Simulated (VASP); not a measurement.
Method: PBEsol GGA, VASP's PBE PAW potentials (set 64) (plane waves; VASP 6.6.1).

VASP input:

### KPOINTS
```
Automatic mesh
0
Gamma
5 5 4
0 0 0
```

**INCAR**
```
SYSTEM = SiO2
PREC = Accurate; ENCUT = 520; LREAL = .False.
LASPH = .True.
EDIFF = 1E-6; NELM = 100; ALGO = Normal
ISMEAR = 0; SIGMA = 0.05
GGA = PS
IBRION = 2; NSW = 60; ISIF = 3
EDIFFG = -0.02
LWAVE = .False.; LCHARG = .False.
```

POSCAR:
```
SiO2
1
    5.0877257720     0.0000000000     0.0000000000
   -2.5438628860     4.4061002629     0.0000000000
   -0.0000000000     0.0000000000     5.5684403698
Si O
3 6
Direct
  0.0000000000   0.5000000000   0.6666670000
  0.5000000000   0.0000000000   0.0000000000
  0.5000000000   0.5000000000   0.3333330000
  0.7917537415   0.5835074830   0.5000000000
  0.2082462585   0.7917537415   0.8333330000
  0.4164925170   0.2082462585   0.1666670000
  0.2082462585   0.4164925170   0.5000000000
  0.7917537415   0.2082462585   0.8333330000
  0.5835074830   0.7917537415   0.1666670000
```

POTCAR, in this order: Si O (PBE.64 set). Program: vasp_std.

The run wrote:

File OSZICAR:
```
       N       E                     dE             d eps       ncg     rms          rms(c)
DAV:   1     0.319774508018E+03    0.31977E+03   -0.25144E+04   870   0.151E+03
DAV:   2    -0.596185308920E+02   -0.37939E+03   -0.36855E+03  1147   0.339E+02
DAV:   3    -0.826344709733E+02   -0.23016E+02   -0.22949E+02  1015   0.942E+01
DAV:   4    -0.829586370564E+02   -0.32417E+00   -0.32351E+00  1028   0.121E+01
DAV:   5    -0.829657018977E+02   -0.70648E-02   -0.70618E-02   985   0.173E+00    0.249E+01
DAV:   6    -0.740545529042E+02    0.89111E+01   -0.39686E+01   985   0.349E+01    0.118E+01
DAV:   7    -0.739832792355E+02    0.71274E-01   -0.93832E-01  1070   0.523E+00    0.453E+00
DAV:   8    -0.739522577667E+02    0.31021E-01   -0.48774E-02  1000   0.187E+00    0.145E+00
DAV:   9    -0.739588895847E+02   -0.66318E-02   -0.17647E-02   985   0.106E+00    0.358E-01
DAV:  10    -0.739615934036E+02   -0.27038E-02   -0.51613E-03  1000   0.395E-01    0.103E-01
DAV:  11    -0.739615081845E+02    0.85219E-04   -0.17855E-03  1015   0.251E-01    0.300E-02
DAV:  12    -0.739615120263E+02   -0.38418E-05   -0.73548E-05   995   0.544E-02    0.194E-02
DAV:  13    -0.739615164330E+02   -0.44067E-05   -0.18567E-05  1015   0.237E-02    0.388E-03
DAV:  14    -0.739615167278E+02   -0.29480E-06   -0.52766E-07   650   0.479E-03
   1 F= -.73961517E+02 E0= -.73961517E+02  d E =-.739615E+02
```

**OUTCAR**
```
------------------------ aborting loop because EDIFF is reached ----------------------------------------
  FORCE on cell =-STRESS in cart. coord.  units (eV):
  Direction    XX          YY          ZZ          XY          YZ          ZX
  --------------------------------------------------------------------------------------
  Total       -0.0442131     -0.0442131     -0.0595127      0.0000000     -0.0000000     -0.0000000
  in kB       -0.5674790     -0.5674792     -0.7638512      0.0000000     -0.0000000     -0.0000000
  external PRESSURE =      -0.6329365 kB  Pullay stress =       0.0000000 kB
  volume of cell :      124.83
      direct lattice vectors                 reciprocal lattice vectors
     5.087725772  0.000000000  0.000000000     0.196551474  0.113479034  0.000000000
    -2.543862886  4.406100263  0.000000000     0.000000000  0.226958067  0.000000000
     0.000000000  0.000000000  5.568440370     0.000000000  0.000000000  0.179583498
 POSITION                                       TOTAL-FORCE (eV/Angst)
 -----------------------------------------------------------------------------------
     -1.27193      2.20305      3.71230         0.000000      0.000000      0.000000
      2.54386      0.00000      0.00000         0.000000      0.000000      0.000000
      1.27193      2.20305      1.85614         0.000000      0.000000      0.000000
      2.54386      2.57099      2.78422         0.000000      0.014089      0.000000
     -0.95461      3.48855      4.64037        -0.012201      0.007044     -0.000000
      1.58925      0.91755      0.92808        -0.012201     -0.007044      0.000000
     -0.00000      1.83511      2.78422         0.000000     -0.014089      0.000000
      3.49848      0.91755      4.64037         0.012201     -0.007044     -0.000000
      0.95461      3.48855      0.92808         0.012201      0.007044      0.000000
 -----------------------------------------------------------------------------------
    total drift:                               -0.000000      0.000000      0.006951
  FREE ENERGIE OF THE ION-ELECTRON SYSTEM (eV)
  ---------------------------------------------------
  free  energy   TOTEN  =       -73.9615167278 eV

  energy  without entropy=      -73.9615167278  energy(sigma->0) =      -73.96151673

 reached required accuracy - stopping structural energy minimisation
```
(Selected blocks of OUTCAR.)

The structure comes from a computed database's SiO2 entry (P6_222); how it stands against other phases isn't given here. It was relaxed first. The start is the result of an earlier pass.
